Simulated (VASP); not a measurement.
```yaml
crystal:
  lattice:
    - [4.06040, 0.00000, 0.00000]
    - [0.00000, 4.06040, 0.00000]
    - [0.00000, 0.00000, 4.06040]
  atoms:
    - { symbol: Cu, position: [0.75000, 0.25000, 0.75000] }
    - { symbol: Cu, position: [0.25000, 0.75000, 0.75000] }
    - { symbol: Cu, position: [0.75000, 0.75000, 0.25000] }
    - { symbol: Cu, position: [0.25000, 0.25000, 0.25000] }
    - { symbol: O, position: [0.00000, 0.00000, 0.00000] }
    - { symbol: O, position: [0.50000, 0.50000, 0.50000] }
```

The numbers are results of PBE GGA, VASP's PBE PAW potentials (set 64) (plane waves; VASP), not measurements. Settings: 620 eV cut-off, 6×6×6 Γ-centred mesh, Gaussian smearing of 0.050 eV, potentials Cu O.

What does the run give for the energy per atom (σ→0), pressure, band gap (on the k-mesh) with the smallest direct gap where there is one?

```json
{
 "band gap (on the k-mesh)": "0.71 eV",
 "smallest direct gap (on the k-mesh)": "0.71 eV",
 "energy per atom (σ→0)": "-4.376 eV/atom",
 "pressure": "29.77 GPa"
}
```

Total energies compare only between runs with the same potentials, cut-off and functional.

The compound is Cu2O in the cuprite structure. It was relaxed first under an external pressure of 30 GPa.
